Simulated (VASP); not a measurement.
All values below come from PBEsol GGA, VASP's PBE PAW potentials (set 64) (plane waves; VASP 6.6.1).

VASP input:

**KPOINTS**
```
Automatic mesh
0
Gamma
4 7 4
0 0 0
```

### INCAR
```
SYSTEM = Al3GaN4
PREC = Accurate; ENCUT = 520; LREAL = F
LASPH = T
EDIFF = 1E-6; NELM = 100; ALGO = Normal
LMAXMIX = 4
ISMEAR = 0; SIGMA = 0.05
GGA = PS
IBRION = 2; NSW = 60; ISIF = 3
EDIFFG = -0.02
LWAVE = F; LCHARG = F
```

**POSCAR**
```
Al3GaN4
1.0
  3.1277195799  -5.4208904449  -0.0012516411
  1.5653846724   2.7113253255   0.0000000000
 -0.0010037981   0.0005795431   5.0413003935
Ga Al N
1 3 4
Direct
  0.3338155488   0.3338145488   0.5014983332
  0.1651306291   0.6651316291   0.0001935601
  0.8326867701   0.3326857701   0.5014474315
  0.6683378844   0.6683388844   0.0004724289
  0.3337425175   0.3337415175   0.8900786260
  0.1597474196   0.6597484196   0.3763632016
  0.8328297642   0.3328287642   0.8792969027
  0.6737094664   0.6737104664   0.3786495159
```

POTCAR, in this order: Ga_d Al N (PBE.64 set). Program: vasp_std.

Question: What does the run give for the energy per atom (σ→0), volume per atom, band gap (on the k-mesh)?

Answer: 
The energy per atom (σ→0) comes out as -7.508 eV/atom and the band gap (on the k-mesh) comes out as 3.50 eV. The volume per atom comes out as 10.68 Å³/atom.

**OSZICAR**
```
...
   1 F= -.60066390E+02 E0= -.60066390E+02  d E =-.600664E+02
       N       E                     dE             d eps       ncg     rms          rms(c)
DAV:   1    -0.600665250813E+02   -0.13442E-03   -0.12844E-02  3904   0.117E+00    0.698E-02
DAV:   2    -0.600664690249E+02    0.56056E-04   -0.68053E-04  4916   0.425E-01    0.292E-02
DAV:   3    -0.600664511749E+02    0.17850E-04   -0.38292E-05  4684   0.143E-01    0.119E-02
DAV:   4    -0.600664484634E+02    0.27115E-05   -0.18082E-05  4658   0.381E-02    0.415E-03
DAV:   5    -0.600664483000E+02    0.16341E-06   -0.15878E-06  2156   0.980E-03
   2 F= -.60066448E+02 E0= -.60066448E+02  d E =-.579453E-04
```

The structure was generated: Al3GaN4 was put into an ordered model structure (Pm), which need not be its known phase. This run relaxes it. Symmetry was kept, so distortions that lower it aren't found. The start is the result of an earlier pass.
